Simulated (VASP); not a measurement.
Consider the following.

```
CELL_PARAMETERS angstrom
      4.42129     0.00000     0.00000
      0.00000     4.42129     0.00000
      0.00000     0.00000     2.91608
ATOMIC_POSITIONS crystal
  Cr 0.00000 0.00000 0.00000
  Cr 0.50000 0.50000 0.50000
  O  0.30318 0.30318 0.00000
  O  0.80318 0.19682 0.50000
  O  0.19682 0.80318 0.50000
  O  0.69682 0.69682 0.00000
```
Starting moments (μB, in the order of the record's atoms Cr Cr O O O O): 2.1 2.1 -0.1 -0.1 -0.1 -0.1.

Computed with PBE GGA with D3 dispersion (Becke-Johnson damping), VASP's PBE PAW potentials (set 64) (plane waves; VASP). Run with 520 eV cut-off, 8×8×12 Γ-centred mesh, tetrahedra with Blöchl corrections, potentials Cr_pv O.

The cores are frozen, which limits the accuracy of field gradients.

**Question.** Give the principal components of the electric field gradient (V/Å²) and the asymmetry η at each nucleus.

**Answer.** 
```json
[
 {"atom": "Cr1", "Vxx": "30.5", "Vyy": "15.0", "Vzz": "-45.5", "η": "0.34"},
 {"atom": "Cr2", "Vxx": "30.5", "Vyy": "15.0", "Vzz": "-45.5", "η": "0.34"},
 {"atom": "O3", "Vxx": "-22.5", "Vyy": "-3.3", "Vzz": "25.8", "η": "0.74"},
 {"atom": "O4", "Vxx": "-22.5", "Vyy": "-3.3", "Vzz": "25.8", "η": "0.74"},
 {"atom": "O5", "Vxx": "-22.5", "Vyy": "-3.3", "Vzz": "25.8", "η": "0.74"},
 {"atom": "O6", "Vxx": "-22.5", "Vyy": "-3.3", "Vzz": "25.8", "η": "0.74"}
]
```

The compound is CrO2 in the rutile structure. It was relaxed first.
